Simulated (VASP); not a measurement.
Cost and result of VASP (PAW) for the lattice constant a of Si (diamond). Static lattice. The cost counts the five points of the equation of state, each on the mesh and cut-off of its row, so the ratios hold those differences too. With PBE it took about 30 core-seconds. The timings are rough (shared machines, no repeats); factors under 2 mean little.

The path is coarsely sampled, so an indirect gap can come out somewhat too large.

Measured: 5.421 Å at 0 K (as given by Daniel Mejia-Rodriguez et al., Physical Review B (2018), arXiv:1807.09216; static lattice: zero-point anharmonic expansion removed).

| level | k-mesh | cut-off (eV) | lattice constant a (Å) | error (%) | cost over PBE |
|---|---|---|---|---|---|
| PBE | 8×8×8 | 520 | 5.469 | +0.9 | reference |
| revPBE | 8×8×8 | 520 | 5.490 | +1.3 | within a factor of 2 |
| AM05 | 8×8×8 | 520 | 5.437 | +0.3 | within a factor of 2 |
| vdW-DF-cx | 8×8×8 | 520 | 5.447 | +0.5 | about 3 times |
| vdW-DF2 | 8×8×8 | 520 | 5.540 | +2.2 | about 4 times |
| r2SCAN | 8×8×8 | 520 | 5.440 | +0.3 | about 6 times |
| MS2 | 8×8×8 | 520 | 5.429 | +0.2 | about 6 times |
| HSE06 | 6×6×6 | 520 | 5.434 | +0.2 | about 30 times |

Within 1 % of the measurement lie PBE, AM05, vdW-DF-cx, r2SCAN, MS2, HSE06; PBE, AM05 stand at the low end of their costs.

Left out are levels that failed, ran on another kind of processor or have no fit band path; at most nine are shown.

The compound is Si in the diamond structure.
